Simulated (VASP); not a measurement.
```xyz
4
Lattice="3.8396 0.0000 0.0000 0.0000 3.8396 0.0000 0.0000 0.0000 4.8006" Properties=species:S:1:pos:R:3 pbc="T T T"
Sn     1.9198     0.0000     3.6423
Sn     0.0000     1.9198     1.1583
O      1.9198     1.9198     0.0000
O      3.8396     3.8396     0.0000
```

Calculation: TPSS meta-GGA, VASP's PBE PAW potentials (set 64) (plane waves; VASP 6.6.1). Run with 520 eV cut-off, 7×7×5 Γ-centred mesh, tetrahedra with Blöchl corrections, potentials Sn_d O.

Without a dispersion term in the relaxation, distances and binding between the weakly bound layers, chains or molecules are unreliable, and so is what depends on them. Unless said otherwise, spin-orbit coupling is left out, though it shifts the bands of the heavy elements here.

Question: Predict the energy per atom (σ→0), band gap (over mesh and band path) with the smallest direct gap where there is one.

Answer: 
| Property | Value |
|---|---|
| band gap (over mesh and band path) | 0.07 eV |
| smallest direct gap (over mesh and band path) | 1.96 eV |
| energy per atom (σ→0) | -1053.1 kJ/mol-atom |

The absolute energy has meaning only against runs of the same code, potentials and settings.

The compound is SnO in the litharge structure. It was relaxed first.
